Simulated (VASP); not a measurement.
An input for Ansatz (written as the equivalent of a VASP run, and not itself run):

Ansatz 0.2 input:
```yaml
crystal:
  lattice:
    - [4.5844480, 0.0000000, 0.0000000]
    - [0.0000000, 4.5844480, 0.0000000]
    - [0.0000000, 0.0000000, 3.1641685]
  atoms:
    - { symbol: Sn, position: [0.0000000, 0.0000000, 0.0000000] }
    - { symbol: Sn, position: [0.5000000, 0.5000000, 0.5000000] }
    - { symbol: O, position: [0.3051272, 0.3051272, 0.0000000] }
    - { symbol: O, position: [0.8051272, 0.1948728, 0.5000000] }
    - { symbol: O, position: [0.1948728, 0.8051272, 0.5000000] }
    - { symbol: O, position: [0.6948728, 0.6948728, 0.0000000] }
kpoints:
  mp_grid: { grid: [5, 5, 7] }
hamiltonian:
  xc: pbe
  pseudopotentials: { kind: paw }
scf:
  occupations: { method: gaussian, width: 0.05 }
  max_iter: 100
relax:
  max_steps: 40
  f_tol: 0.02
  cell: { p_target: 45 }
output: { forces: true, stress: true, eigenvalues: true }
```

Problem. Write the VASP files for the same calculation (PBE).

Solution. This is not unique; one that fits is 
File POSCAR:
```
SnO2
1.0
  4.5844479946   0.0000000000   0.0000000000
  0.0000000000   4.5844479946   0.0000000000
  0.0000000000   0.0000000000   3.1641684941
Sn O
2 4
direct
  0.0000000000   0.0000000000   0.0000000000
  0.5000000000   0.5000000000   0.5000000000
  0.3051271988   0.3051271988   0.0000000000
  0.8051271988   0.1948728012   0.5000000000
  0.1948728012   0.8051271988   0.5000000000
  0.6948728012   0.6948728012   0.0000000000
```

File KPOINTS:
```
Automatic mesh
0
Gamma
5 5 7
0 0 0
```

**INCAR**
```
! general
SYSTEM  = SnO2
PREC    = Accurate
ENCUT   = 620
LREAL   = .FALSE.
LASPH   = .TRUE.

! electronic loop
EDIFF   = 1E-6
NELM    = 100   ! most electronic steps
ALGO    = Normal   ! blocked Davidson
LMAXMIX = 4   ! l cut-off of mixed one-centre charges

! smearing
ISMEAR  = 0
SIGMA   = 0.05

! functional
GGA     = PE

! ions
IBRION  = 2   ! conjugate gradients
NSW     = 40
ISIF    = 3   ! ions, shape and volume
EDIFFG  = -0.02   ! ionic stop
PSTRESS = 450   ! kbar

! output
LWAVE   = .FALSE.
LCHARG  = .FALSE.
```

POTCAR, in this order: Sn_d O (PBE.64 set). Program: vasp_std.

What does not carry over: each code has its own PAW files, so the cut-off isn't converted (ENCUT is set for VASP's; basis.ecutwfc is left out, and Ansatz then takes the one that its files recommend); Ansatz stops its SCF on the density residual and VASP on the energy change (EDIFF).

The compound is SnO2 in the rutile structure. This run relaxes it under an external pressure of 45 GPa. Symmetry was kept, so distortions that lower it aren't found.
